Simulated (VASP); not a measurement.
Crystal: Si.

```
Si
1.0
     0.00000    2.71356    2.71356
     2.71356    0.00000    2.71356
     2.71356    2.71356    0.00000
Si
2
Cartesian
  4.0703 4.0703 4.0703
  2.7136 2.7136 2.7136
```

| Property | Result |
| --- | --- |
| Program | VASP 6.6.1 |
| Task | relaxation of cell and atoms |
| Functional | PBE |
| Potentials or basis | VASP PAW PBE potentials, release 64 (Si) |
| Cutoff | 700 eV |
| k mesh | 10 × 10 × 10 |
| Occupations | gaussian, width 0.02 eV |
| Spin | no spin polarisation |

At the start: pressure 2.1 GPa; volume 19.98 Å³/atom.

Problem. Where does the relaxation end?

Solution. Over 3 steps the energy falls by 3.0 meV/atom and the volume is 20.44 Å³/atom (+2.3 %); space group Fd-3m (No. 227, to 0.05 Å).

The path:
```csv
step,energy change (eV),largest force (eV/Å),pressure (GPa),volume (Å³)
1,0.0000,0.0000,2.15,39.96
2,-0.0033,0.0000,-1.33,41.53
3,-0.0061,0.0000,0.01,40.89
```

Final structure:
```
CELL_PARAMETERS angstrom
0.00000 2.73437 2.73437
2.73437 0.00000 2.73437
2.73437 2.73437 0.00000
ATOMIC_POSITIONS crystal
Si 0.75000 0.75000 0.75000
Si 0.50000 0.50000 0.50000
```
